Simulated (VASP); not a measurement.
Calculation: PBEsol GGA, VASP's PBE PAW potentials (set 64) (plane waves; VASP).

VASP ran on this input.

### INCAR
```
ALGO=Normal
EDIFF=1E-6
ENCUT=600
GGA=PS
ISIF=2
ISMEAR=1
LASPH=.TRUE.
LCHARG=.FALSE.
LMAXMIX=6
LREAL=.FALSE.
LWAVE=.FALSE.
NELM=100
PREC=Accurate
SIGMA=0.1
SYSTEM=HfN
```

POSCAR:
```
HfN
1
    0.0000000000     2.2558600000     2.2558600000
    2.2558600000     0.0000000000     2.2558600000
    2.2558600000     2.2558600000     0.0000000000
Hf N
1 1
Direct
  0.0000000000   0.0000000000   0.0000000000
  0.5000000000   0.5000000000   0.5000000000
```

### KPOINTS
```
Automatic mesh
0
Gamma
10 10 10
0 0 0
```

POTCAR, in this order: Hf_pv N (PBE.64 set). Program: vasp_std.

The resulting files:

### OUTCAR
```
 ion  position               nearest neighbor table
   1  0.000  0.000  0.000-   2 2.26   2 2.26   2 2.26   2 2.26   2 2.26   2 2.26
   2  0.500  0.500  0.500-   1 2.26   1 2.26   1 2.26   1 2.26   1 2.26   1 2.26
  LATTYP: Found a face centered cubic cell.
 ALAT       =     4.5117200000
 Subroutine PRICEL returns:
 Original cell was already a primitive cell.
 Subroutine GETGRP returns: Found 48 space group operations
The static configuration has the point symmetry O_h .
The dynamic configuration has the point symmetry O_h .
 Subroutine INISYM returns: Found 48 space group operations
 Subroutine IBZKPT returns following result:
 Found     47 irreducible k-points:

 Following reciprocal coordinates:
            Coordinates               Weight
  0.000000  0.000000  0.000000      1.000000
  0.100000  0.000000  0.000000      8.000000
  0.200000  0.000000  0.000000      8.000000
  0.300000  0.000000  0.000000      8.000000
  0.400000  0.000000  0.000000      8.000000
  0.500000  0.000000  0.000000      4.000000
  0.100000  0.100000  0.000000      6.000000
  0.200000  0.100000  0.000000     24.000000
  0.300000  0.100000  0.000000     24.000000
...
```

### OSZICAR
```
       N       E                     dE             d eps       ncg     rms          rms(c)
DAV:   1     0.442118661357E+02    0.44212E+02   -0.89287E+03  1034   0.144E+03
DAV:   2    -0.229665019283E+02   -0.67178E+02   -0.62753E+02  1380   0.281E+02
DAV:   3    -0.256921660484E+02   -0.27257E+01   -0.26962E+01  1347   0.503E+01
DAV:   4    -0.257167662699E+02   -0.24600E-01   -0.24497E-01  1266   0.482E+00
DAV:   5    -0.257171681396E+02   -0.40187E-03   -0.40161E-03  1365   0.465E-01    0.508E+01
DAV:   6    -0.230842634994E+02    0.26329E+01   -0.13742E+01  1234   0.275E+01    0.414E+01
DAV:   7    -0.230097081515E+02    0.74555E-01   -0.69112E-01  1178   0.757E+00    0.257E+01
DAV:   8    -0.229923044797E+02    0.17404E-01   -0.10664E-01  1190   0.333E+00    0.557E+00
DAV:   9    -0.229844216577E+02    0.78828E-02   -0.40049E-02  1234   0.153E+00    0.168E+00
DAV:  10    -0.229839697421E+02    0.45192E-03   -0.21906E-03  1241   0.431E-01    0.168E-01
DAV:  11    -0.229839803224E+02   -0.10580E-04   -0.90459E-05  1261   0.107E-01    0.305E-02
DAV:  12    -0.229839781762E+02    0.21462E-05   -0.62091E-06  1210   0.247E-02    0.365E-02
DAV:  13    -0.229839779048E+02    0.27148E-06   -0.34942E-07   646   0.703E-03
   1 F= -.22983978E+02 E0= -.22983725E+02  d E =-.758337E-03
```

File OUTCAR:
```
------------------------ aborting loop because EDIFF is reached ----------------------------------------
  FORCE on cell =-STRESS in cart. coord.  units (eV):
  Direction    XX          YY          ZZ          XY          YZ          ZX
  --------------------------------------------------------------------------------------
  Total       -0.5940036     -0.5940036     -0.5940036      0.0000000      0.0000000      0.0000000
  in kB      -41.4508271    -41.4508271    -41.4508271      0.0000000      0.0000000      0.0000000
  external PRESSURE =     -41.4508271 kB  Pullay stress =       0.0000000 kB
  volume of cell :       22.96
      direct lattice vectors                 reciprocal lattice vectors
     0.000000000  2.255860000  2.255860000    -0.221644960  0.221644960  0.221644960
     2.255860000  0.000000000  2.255860000     0.221644960 -0.221644960  0.221644960
     2.255860000  2.255860000  0.000000000     0.221644960  0.221644960 -0.221644960
 POSITION                                       TOTAL-FORCE (eV/Angst)
 -----------------------------------------------------------------------------------
      0.00000      0.00000      0.00000         0.000000      0.000000      0.000000
      2.25586      2.25586      2.25586         0.000000      0.000000     -0.000000
 -----------------------------------------------------------------------------------
    total drift:                                0.000000      0.000000      0.000000
  FREE ENERGIE OF THE ION-ELECTRON SYSTEM (eV)
  ---------------------------------------------------
  free  energy   TOTEN  =       -22.9839779048 eV

  energy  without entropy=      -22.9832195676  energy(sigma->0) =      -22.98372513
```
(Selected blocks of OUTCAR.)

The structure comes from a computed database's HfN entry; how it stands against other phases isn't given here. The cell was not relaxed at this level. The run is one of a series of settings (ENCUT = 600 against the base run), some of them coarse on purpose. The electron count is odd and the run is not spin-polarised, which forces a metal.
